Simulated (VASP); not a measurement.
Elastic constants (GPa) of a crystal from PBE GGA, VASP's PBE PAW potentials (set 64) run with VASP:

```tsv
	xx	yy	zz	yz	xz	xy
xx	126.1	16.6	16.6	0.0	0.0	0.0
yy	16.6	126.1	16.6	0.0	0.0	0.0
zz	16.6	16.6	126.1	0.0	0.0	0.0
yz	0.0	0.0	0.0	20.2	0.0	0.0
xz	0.0	0.0	0.0	0.0	20.2	0.0
xy	0.0	0.0	0.0	0.0	0.0	20.2
```

Task: Work out the Voigt, Reuss and Hill moduli, Young's modulus and Poisson's ratio.

Result: All eigenvalues are positive (smallest 20.2 GPa), so the crystal is stable. K_V = (C11+C22+C33+2(C12+C13+C23))/9 = (378.3 + 2×49.8)/9 = 53.1 GPa; G_V = (378.3 − 49.8 + 3×60.6)/15 = 34.0 GPa. From the compliances, K_R = 53.1 GPa and G_R = 27.0 GPa. Hill: K = 53.1 GPa, G = 30.5 GPa, E = 9KG/(3K+G) = 76.8 GPa, ν = (3K−2G)/(2(3K+G)) = 0.259. K/G = 1.74, below Pugh's 1.75; universal anisotropy A^U = 1.30.

Task: With a density of 7.34 g/cm³, what are the mean sound speeds?

Result: v_l = √((K+4G/3)/ρ) = 3.57 km/s and v_t = √(G/ρ) = 2.04 km/s. The crystal is PbS (rock salt), cubic.

The compound is PbS in the rock salt structure. It was relaxed first.
